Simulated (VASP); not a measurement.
Consider the following.

```
CELL_PARAMETERS angstrom
      9.17585    -4.80660     0.00041
      9.17585     4.80660     0.00041
      6.65764     0.00000     7.93570
ATOMIC_POSITIONS crystal
  Al 0.17600 0.17600 0.17600
  Al 0.07400 0.07400 0.07400
  Al 0.32271 0.32575 0.32084
  Al 0.42600 0.42600 0.92600
  Al 0.17600 0.17600 0.67600
  Al 0.07400 0.07400 0.57400
  Al 0.32400 0.32400 0.82400
  Al 0.42600 0.92600 0.42600
  Al 0.17600 0.67600 0.17600
  Al 0.07400 0.57400 0.07400
  Al 0.32400 0.82400 0.32400
  Al 0.42600 0.92600 0.92600
  Al 0.17600 0.67600 0.67600
  Al 0.08027 0.57589 0.56881
  Al 0.32400 0.82400 0.82400
  Al 0.92600 0.42600 0.42600
  Al 0.67600 0.17600 0.17600
  Al 0.57400 0.07400 0.07400
  Al 0.82400 0.32400 0.32400
  Al 0.92600 0.42600 0.92600
  Al 0.67600 0.17600 0.67600
  Al 0.57509 0.07017 0.57406
  Al 0.82400 0.32400 0.82400
  Al 0.92600 0.92600 0.42600
  Al 0.67600 0.67600 0.17600
  Al 0.57516 0.56983 0.07693
  Al 0.82400 0.82400 0.32400
  Al 0.92600 0.92600 0.92600
  Al 0.67600 0.67600 0.67600
  Al 0.57400 0.57400 0.57400
  Al 0.82400 0.82400 0.82400
  O  0.22200 0.02800 0.37500
  O  0.02800 0.37500 0.22200
  O  0.27800 0.47200 0.12500
  O  0.12500 0.27800 0.47200
  O  0.47200 0.12500 0.27800
  O  0.37500 0.22200 0.02800
  O  0.22200 0.02800 0.87500
  O  0.02800 0.37500 0.72200
  O  0.12500 0.27800 0.97200
  O  0.47200 0.12500 0.77800
  O  0.36928 0.22505 0.53312
  O  0.22041 0.53467 0.37048
  O  0.02800 0.87500 0.22200
  O  0.27800 0.97200 0.12500
  O  0.12500 0.77800 0.47200
  O  0.47483 0.62126 0.27383
  O  0.37500 0.72200 0.02800
  O  0.22200 0.52800 0.87500
  O  0.02800 0.87500 0.72200
  O  0.27800 0.97200 0.62500
  O  0.12500 0.77800 0.97200
  O  0.47200 0.62500 0.77800
  O  0.37500 0.72200 0.52800
  O  0.72200 0.02800 0.37500
  O  0.53182 0.37201 0.21760
  O  0.77800 0.47200 0.12500
  O  0.62680 0.27552 0.47043
  O  0.97200 0.12500 0.27800
  O  0.87500 0.22200 0.02800
  O  0.72200 0.02800 0.87500
  O  0.52800 0.37500 0.72200
  O  0.77800 0.47200 0.62500
  O  0.62500 0.27800 0.97200
  O  0.97200 0.12500 0.77800
  O  0.87500 0.22200 0.52800
  O  0.72200 0.52800 0.37500
  O  0.52800 0.87500 0.22200
  O  0.77800 0.97200 0.12500
  O  0.62500 0.77800 0.47200
  O  0.97200 0.62500 0.27800
  O  0.87500 0.72200 0.02800
  O  0.72200 0.52800 0.87500
  O  0.52800 0.87500 0.72200
  O  0.77800 0.97200 0.62500
  O  0.62500 0.77800 0.97200
  O  0.97200 0.62500 0.77800
  O  0.87500 0.72200 0.52800
```
Cell charge +1.

Method: PBE GGA, VASP's PBE PAW potentials (set 64) (plane waves; VASP 6.6.1). Settings: PREC = Normal, LREAL = Auto, ISYM = 0, NELECT = 374.0, EDIFF = 1E-5, 400 eV cut-off, 1×1×1 Γ-centred mesh, Gaussian smearing of 0.050 eV, potentials Al O.

The cell is charged, with a uniform compensating background. The supercell is sampled at Γ alone, which is coarse: total energies, pressure and levels can be off, energies of defects by several tenths of an eV.

The ions are relaxed. What does this cell relax into?

```
CELL_PARAMETERS angstrom
      9.17585    -4.80660     0.00041
      9.17585     4.80660     0.00041
      6.65764     0.00000     7.93570
ATOMIC_POSITIONS crystal
  Al 0.17316 0.17132 0.18514
  Al 0.07568 0.07267 0.07308
  Al 0.32866 0.33060 0.33016
  Al 0.42720 0.42935 0.92989
  Al 0.17392 0.17684 0.67754
  Al 0.07498 0.07951 0.57171
  Al 0.33336 0.30379 0.85090
  Al 0.42680 0.92934 0.42382
  Al 0.17581 0.67847 0.17244
  Al 0.07394 0.57244 0.07463
  Al 0.32589 0.81930 0.32375
  Al 0.42728 0.92352 0.92477
  Al 0.16695 0.69363 0.67978
  Al 0.06237 0.58251 0.56028
  Al 0.32369 0.82525 0.82368
  Al 0.92679 0.42536 0.42676
  Al 0.67951 0.17347 0.17501
  Al 0.57461 0.07254 0.07742
  Al 0.82287 0.32583 0.32222
  Al 0.92920 0.42654 0.92363
  Al 0.67961 0.17540 0.67442
  Al 0.56598 0.08705 0.56786
  Al 0.82283 0.32729 0.82332
  Al 0.92263 0.92892 0.42473
  Al 0.67711 0.67612 0.17615
  Al 0.57092 0.56638 0.08385
  Al 0.81996 0.82429 0.32521
  Al 0.92571 0.92942 0.92577
  Al 0.67058 0.67898 0.67827
  Al 0.57354 0.57190 0.57380
  Al 0.82420 0.82392 0.82542
  O  0.22167 0.02208 0.37953
  O  0.02845 0.37389 0.22177
  O  0.27553 0.47397 0.12426
  O  0.12546 0.27804 0.47142
  O  0.47254 0.12532 0.27844
  O  0.37337 0.21881 0.03887
  O  0.22023 0.02729 0.87577
  O  0.03620 0.37920 0.71681
  O  0.12921 0.27828 0.96877
  O  0.46845 0.12688 0.77947
  O  0.36995 0.21316 0.53242
  O  0.20693 0.53336 0.37293
  O  0.02732 0.87548 0.22238
  O  0.27902 0.97175 0.12462
  O  0.13073 0.76519 0.47635
  O  0.47844 0.63939 0.25868
  O  0.37575 0.72155 0.02671
  O  0.22402 0.52495 0.86882
  O  0.02333 0.88299 0.72253
  O  0.27761 0.96719 0.62562
  O  0.12450 0.77819 0.96974
  O  0.47060 0.62527 0.77818
  O  0.37337 0.71056 0.53097
  O  0.72104 0.02926 0.37415
  O  0.53236 0.37214 0.20477
  O  0.78143 0.47044 0.12242
  O  0.64278 0.26025 0.47552
  O  0.97448 0.12347 0.27795
  O  0.87849 0.22213 0.02483
  O  0.71989 0.02983 0.87652
  O  0.52319 0.37332 0.72231
  O  0.77727 0.47259 0.62542
  O  0.62674 0.27795 0.96715
  O  0.97156 0.12823 0.77887
  O  0.87687 0.22244 0.52998
  O  0.72159 0.52646 0.37553
  O  0.52973 0.87463 0.22394
  O  0.77921 0.97185 0.12445
  O  0.62158 0.77757 0.47302
  O  0.96638 0.62714 0.27743
  O  0.87673 0.72067 0.02528
  O  0.72471 0.52945 0.87287
  O  0.52675 0.87826 0.72034
  O  0.78103 0.96807 0.62635
  O  0.62764 0.78013 0.96730
  O  0.98749 0.61964 0.76984
  O  0.86698 0.72751 0.52742
```
Cell charge +1.

How much energy does the relaxation gain?

The energy (σ→0) changes by -37.7 meV/atom, in 19 ionic steps.

The cell is a supercell with a defect, built from Al2O3 (corundum): vac_Al-vac_O, charge +1. The run is not spin-polarised, so no state with unpaired spins was tried.
